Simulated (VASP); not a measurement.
Computed with PBEsol GGA, VASP's PBE PAW potentials (set 64) (plane waves; VASP).

VASP input:

**KPOINTS**
```
Automatic mesh
0
Gamma
11 11 1
0 0 0
```

**INCAR**
```
! general
SYSTEM  = Mo(110) slab
PREC    = Normal
ENCUT   = 400
LREAL   = F
LASPH   = T   ! aspherical one-centre terms

! electronic loop
EDIFF   = 1E-5   ! SCF stop (eV)
NELM    = 100   ! most electronic steps
NELMIN  = 4
ALGO    = Normal   ! blocked Davidson
LMAXMIX = 4

! smearing
ISMEAR  = 1   ! Methfessel-Paxton
SIGMA   = 0.1

! functional
GGA     = PS   ! PBEsol

! ions
IBRION  = 2   ! conjugate gradients
NSW     = 50   ! most ionic steps
ISIF    = 2   ! forces and stress, cell fixed
EDIFFG  = -0.03

! output
LWAVE   = T
LCHARG  = F

! other
LDIPOL  = T
IDIPOL  = 3
DIPOL   = 0.5 0.5 0.5
```

**POSCAR**
```
Mo(110) slab
1.0
  2.7135209983   0.0000000000   0.0000000000
 -0.9045073310   2.5583319235   0.0000000000
  0.0000000000   0.0000000000  25.9983994796
Mo
5
Direct
  0.5000000000   0.5000000000   0.3295600000
  0.0000000000   0.0000000000   0.4147800000
  0.5000000000   0.5000000000   0.5000000000
  0.0000000000   0.0000000000   0.5852200000
  0.5000000000   0.5000000000   0.6704400000
```

POTCAR, in this order: Mo_sv (PBE.64 set). Program: vasp_std.

The resulting files:

### OSZICAR
```
...
DAV:   5    -0.605883582730E+02   -0.25230E-01   -0.24848E-01  4220   0.141E+00    0.331E+01
DAV:   6    -0.598871910660E+02    0.70117E+00   -0.40631E+01  4100   0.286E+01    0.139E+01
DAV:   7    -0.880518334068E+02   -0.28165E+02   -0.28063E+02  4582   0.523E+01    0.356E+01
DAV:   8    -0.555648377063E+02    0.32487E+02   -0.19278E+02  4190   0.300E+01    0.572E+00
DAV:   9    -0.561795773379E+02   -0.61474E+00   -0.14441E+01  4092   0.117E+01    0.363E+00
DAV:  10    -0.562227745222E+02   -0.43197E-01   -0.67242E-01  4032   0.306E+00    0.331E+00
DAV:  11    -0.561456275693E+02    0.77147E-01   -0.22859E-01  3880   0.270E+00    0.209E+00
DAV:  12    -0.561277807839E+02    0.17847E-01   -0.10795E-01  3926   0.209E+00    0.103E+00
DAV:  13    -0.561260800498E+02    0.17007E-02   -0.76482E-02  4028   0.177E+00    0.595E-01
DAV:  14    -0.561231979353E+02    0.28821E-02   -0.85402E-03  3724   0.556E-01    0.439E-01
DAV:  15    -0.561219249525E+02    0.12730E-02   -0.55819E-03  4014   0.461E-01    0.208E-01
DAV:  16    -0.561216593451E+02    0.26561E-03   -0.23821E-03  3998   0.282E-01    0.496E-02
DAV:  17    -0.561217269341E+02   -0.67589E-04   -0.17273E-04  3830   0.727E-02    0.389E-02
DAV:  18    -0.561217825541E+02   -0.55620E-04   -0.18938E-04  3208   0.624E-02    0.172E-02
DAV:  19    -0.561218428956E+02   -0.60341E-04   -0.22737E-05  2558   0.221E-02    0.135E-02
DAV:  20    -0.561219009285E+02   -0.58033E-04   -0.11690E-05  2144   0.161E-02    0.777E-03
DAV:  21    -0.561219240140E+02   -0.23086E-04   -0.67782E-06  2034   0.127E-02    0.244E-03
DAV:  22    -0.561219372633E+02   -0.13249E-04   -0.27246E-06  1858   0.731E-03    0.297E-03
DAV:  23    -0.561219483433E+02   -0.11080E-04   -0.97448E-07  1776   0.494E-03    0.152E-03
DAV:  24    -0.561219549395E+02   -0.65962E-05   -0.85301E-07  1812   0.309E-03
   1 F= -.56121955E+02 E0= -.56121889E+02  d E =-.561220E+02
       N       E                     dE             d eps       ncg     rms          rms(c)
DAV:   1    -0.560905074662E+02    0.31441E-01   -0.30089E+01  3024   0.413E+01    0.137E+00
DAV:   2    -0.561771588280E+02   -0.86651E-01   -0.96942E-01  3228   0.660E+00    0.572E-01
DAV:   3    -0.561789551978E+02   -0.17964E-02   -0.37319E-02  4114   0.124E+00    0.401E-01
DAV:   4    -0.561800367554E+02   -0.10816E-02   -0.30626E-02  3862   0.108E+00    0.358E-01
DAV:   5    -0.561799207364E+02    0.11602E-03   -0.32225E-02  4150   0.106E+00    0.233E-01
DAV:   6    -0.561778893593E+02    0.20314E-02   -0.11744E-02  4110   0.650E-01    0.568E-02
DAV:   7    -0.561778736811E+02    0.15678E-04   -0.33039E-04  3612   0.114E-01    0.266E-02
DAV:   8    -0.561778727590E+02    0.92210E-06   -0.22290E-05  3000   0.260E-02
   2 F= -.56177873E+02 E0= -.56177533E+02  d E =-.559178E-01
       N       E                     dE             d eps       ncg     rms          rms(c)
DAV:   1    -0.561410738821E+02    0.36800E-01   -0.15776E+01  3024   0.299E+01    0.105E+00
DAV:   2    -0.561855790870E+02   -0.44505E-01   -0.49456E-01  3224   0.471E+00    0.455E-01
DAV:   3    -0.561866940240E+02   -0.11149E-02   -0.21744E-02  4124   0.945E-01    0.319E-01
DAV:   4    -0.561868055479E+02   -0.11152E-03   -0.15097E-02  3768   0.808E-01    0.254E-01
DAV:   5    -0.561864520315E+02    0.35352E-03   -0.75903E-03  3954   0.595E-01    0.113E-01
DAV:   6    -0.561861144255E+02    0.33761E-03   -0.37182E-03  4122   0.361E-01    0.502E-02
DAV:   7    -0.561860452558E+02    0.69170E-04   -0.34557E-04  3812   0.113E-01    0.145E-02
DAV:   8    -0.561860471319E+02   -0.18762E-05   -0.15897E-05  2590   0.239E-02
   3 F= -.56186047E+02 E0= -.56186333E+02  d E =-.640922E-01
       N       E                     dE             d eps       ncg     rms          rms(c)
DAV:   1    -0.561843166772E+02    0.17286E-02   -0.92269E-01  3024   0.723E+00    0.243E-01
DAV:   2    -0.561868240904E+02   -0.25074E-02   -0.27809E-02  3248   0.113E+00    0.119E-01
DAV:   3    -0.561869088009E+02   -0.84710E-04   -0.14649E-03  4104   0.250E-01    0.828E-02
DAV:   4    -0.561869065310E+02    0.22699E-05   -0.11748E-03  3802   0.231E-01    0.633E-02
DAV:   5    -0.561868941382E+02    0.12393E-04   -0.63408E-04  3982   0.156E-01    0.302E-02
DAV:   6    -0.561868671564E+02    0.26982E-04   -0.33189E-04  3460   0.104E-01    0.154E-02
DAV:   7    -0.561868614195E+02    0.57369E-05   -0.31764E-05  2592   0.384E-02
   4 F= -.56186861E+02 E0= -.56187060E+02  d E =-.649065E-01
       N       E                     dE             d eps       ncg     rms          rms(c)
DAV:   1    -0.561860382867E+02    0.82887E-03   -0.17329E+00  3028   0.100E+01    0.232E-01
DAV:   2    -0.561914405214E+02   -0.54022E-02   -0.55393E-02  3156   0.161E+00    0.167E-01
DAV:   3    -0.561917089998E+02   -0.26848E-03   -0.13404E-02  4106   0.719E-01    0.164E-01
DAV:   4    -0.561908961330E+02    0.81287E-03   -0.53681E-03  4166   0.419E-01    0.616E-02
DAV:   5    -0.561909429242E+02   -0.46791E-04   -0.56269E-04  4042   0.165E-01    0.476E-02
DAV:   6    -0.561909121448E+02    0.30779E-04   -0.27075E-04  3686   0.118E-01    0.141E-02
DAV:   7    -0.561909108006E+02    0.13442E-05   -0.17329E-05  2586   0.335E-02
   5 F= -.56190911E+02 E0= -.56191115E+02  d E =-.404938E-02
       N       E                     dE             d eps       ncg     rms          rms(c)
DAV:   1    -0.561533246371E+02    0.37588E-01   -0.15563E+01  3024   0.301E+01    0.717E-01
DAV:   2    -0.562033519274E+02   -0.50027E-01   -0.51246E-01  3168   0.490E+00    0.507E-01
DAV:   3    -0.562062065583E+02   -0.28546E-02   -0.12419E-01  4114   0.231E+00    0.497E-01
DAV:   4    -0.561984424715E+02    0.77641E-02   -0.49952E-02  4146   0.126E+00    0.182E-01
DAV:   5    -0.561987133150E+02   -0.27084E-03   -0.42815E-03  4034   0.467E-01    0.127E-01
DAV:   6    -0.561985099933E+02    0.20332E-03   -0.20847E-03  3914   0.332E-01    0.445E-02
DAV:   7    -0.561984952823E+02    0.14711E-04   -0.19604E-04  3764   0.107E-01    0.136E-02
DAV:   8    -0.561984946996E+02    0.58266E-06   -0.19241E-05  2486   0.321E-02
   6 F= -.56198495E+02 E0= -.56198737E+02  d E =-.116333E-01
       N       E                     dE             d eps       ncg     rms          rms(c)
DAV:   1    -0.559922261174E+02    0.20627E+00   -0.62028E+01  3024   0.602E+01    0.153E+00
DAV:   2    -0.562108498245E+02   -0.21862E+00   -0.22422E+00  3176   0.102E+01    0.103E+00
DAV:   3    -0.562271909658E+02   -0.16341E-01   -0.53660E-01  4132   0.506E+00    0.104E+00
DAV:   4    -0.561916726605E+02    0.35518E-01   -0.22574E-01  4092   0.259E+00    0.364E-01
DAV:   5    -0.561920662036E+02   -0.39354E-03   -0.13395E-02  3874   0.857E-01    0.199E-01
DAV:   6    -0.561917587061E+02    0.30750E-03   -0.54977E-03  3988   0.555E-01    0.925E-02
DAV:   7    -0.561916626349E+02    0.96071E-04   -0.10115E-03  4038   0.243E-01    0.318E-02
DAV:   8    -0.561916519609E+02    0.10674E-04   -0.10147E-04  3442   0.704E-02    0.159E-02
DAV:   9    -0.561916563550E+02   -0.43940E-05   -0.96120E-06  2166   0.247E-02
   7 F= -.56191656E+02 E0= -.56192073E+02  d E =-.479494E-02
       N       E                     dE             d eps       ncg     rms          rms(c)
DAV:   1    -0.561029709462E+02    0.88681E-01   -0.32042E+01  3024   0.432E+01    0.102E+00
DAV:   2    -0.562068975172E+02   -0.10393E+00   -0.10748E+00  3060   0.720E+00    0.691E-01
DAV:   3    -0.562149473862E+02   -0.80499E-02   -0.21627E-01  4078   0.274E+00    0.731E-01
DAV:   4    -0.561999869885E+02    0.14960E-01   -0.10931E-01  4182   0.210E+00    0.308E-01
DAV:   5    -0.562006138277E+02   -0.62684E-03   -0.15457E-02  4102   0.835E-01    0.262E-01
DAV:   6    -0.561996760238E+02    0.93780E-03   -0.64986E-03  3918   0.562E-01    0.617E-02
DAV:   7    -0.561996603934E+02    0.15630E-04   -0.33383E-04  3756   0.136E-01    0.221E-02
DAV:   8    -0.561996590733E+02    0.13201E-05   -0.44239E-05  3150   0.411E-02
   8 F= -.56199659E+02 E0= -.56199932E+02  d E =-.127977E-01
```

OUTCAR:
```
------------------------ aborting loop because EDIFF is reached ----------------------------------------
  FORCE on cell =-STRESS in cart. coord.  units (eV):
  Direction    XX          YY          ZZ          XY          YZ          ZX
  --------------------------------------------------------------------------------------
  Total       -2.9049617     -3.0039638     -0.4583305     -0.1400104      0.0000000      0.0000000
  in kB      -25.7878003    -26.6666579     -4.0686715     -1.2428945      0.0000000      0.0000000
  external PRESSURE =     -18.8410432 kB  Pullay stress =       0.0000000 kB
  volume of cell :      180.48
      direct lattice vectors                 reciprocal lattice vectors
     2.713520998  0.000000000  0.000000000     0.368524880  0.130293279  0.000000000
    -0.904507331  2.558331923  0.000000000     0.000000000  0.390879694  0.000000000
     0.000000000  0.000000000 25.998399480     0.000000000  0.000000000  0.038463906
 POSITION                                       TOTAL-FORCE (eV/Angst)
 -----------------------------------------------------------------------------------
      0.90451      1.27917      8.67035         0.000000     -0.000000     -0.009165
      0.00000      0.00000     10.77160        -0.000000      0.000000      0.004341
      0.90451      1.27917     12.99920         0.000000      0.000000      0.000000
     -0.00000      0.00000     15.22680        -0.000000     -0.000000     -0.004341
      0.90451      1.27917     17.32804        -0.000000      0.000000      0.009165
 -----------------------------------------------------------------------------------
    total drift:                                0.000000     -0.000000      0.000000
  FREE ENERGIE OF THE ION-ELECTRON SYSTEM (eV)
  ---------------------------------------------------
  free  energy   TOTEN  =       -56.1996590733 eV

  energy  without entropy=      -56.2004790302  energy(sigma->0) =      -56.19993239

 reached required accuracy - stopping structural energy minimisation
```
(Selected blocks of OUTCAR.)

**CONTCAR**
```
Mo(110) slab
   1.00000000000000
     2.7135209982999999    0.0000000000000000    0.0000000000000000
    -0.9045073310000000    2.5583319234999999    0.0000000000000000
     0.0000000000000000    0.0000000000000000   25.9983994795999998
  Mo
     5
Direct
     0.5000000000000000    0.5000000000000000    0.3334957165483563
     0.0000000000000000    0.0000000000000000    0.4143178442787458
     0.5000000000000000    0.5000000000000000    0.5000000000000000
     0.0000000000000000    0.0000000000000000    0.5856821557212544
     0.5000000000000000    0.5000000000000000    0.6665042834516436
```

File OUTCAR:
```
 val. band max:        2.8109654524   @ k =  -0.3636   0.2727   0.0000

 cond. band min:       2.8429747820   @ k =  -0.0909   0.0909   0.0000


 Fermi energy:         2.8397398636

 k-point     1 :       0.0000    0.0000    0.0000
  band No.  band energies     occupation
      1     -58.3323      2.00000
      2     -58.2792      2.00000
      3     -58.1328      2.00000
      4     -57.9749      2.00000
      5     -57.9676      2.00000
      6     -33.0162      2.00000
      7     -32.7849      2.00000
      8     -32.2837      2.00000
      9     -32.0550      2.00000
     10     -31.9679      2.00000
     11     -31.8320      2.00000
     12     -31.7406      2.00000
     13     -31.6571      2.00000
     14     -31.6566      2.00000
     15     -31.6180      2.00000
     16     -31.5944      2.00000
     17     -31.5028      2.00000
     18     -31.4859      2.00000
     19     -31.3906      2.00000
     20     -31.3905      2.00000
     21      -4.1648      2.00000
     22      -3.2525      2.00000
     23      -2.5557      2.00000
     24      -2.2262      2.00000
     25      -2.2195      2.00000
     26      -0.6011      2.00000
     27      -0.2855      2.00000
     28       0.4394      2.00000
     29       1.1270      2.00000
     30       1.2432      2.00000
     31       1.4117      2.00000
     32       1.5511      2.00000
     33       1.5744      2.00000
     34       1.6470      2.00000
     35       1.9354      2.00000
     36       2.4439      2.00000
     37       3.3982     -0.00000
     38       3.9721     -0.00000
     39       4.1542     -0.00000
     40       4.1772     -0.00000
     41       4.3480     -0.00000
     42       4.3770     -0.00000

 k-point     2 :       0.0909    0.0000    0.0000
  band No.  band energies     occupation
      1     -58.3162      2.00000
      2     -58.2652      2.00000
      3     -58.1229      2.00000
      4     -57.9666      2.00000
      5     -57.9601      2.00000
      6     -32.9841      2.00000
...
```

The cell is a thin slab with vacuum, built from Mo (bcc): (110) face.
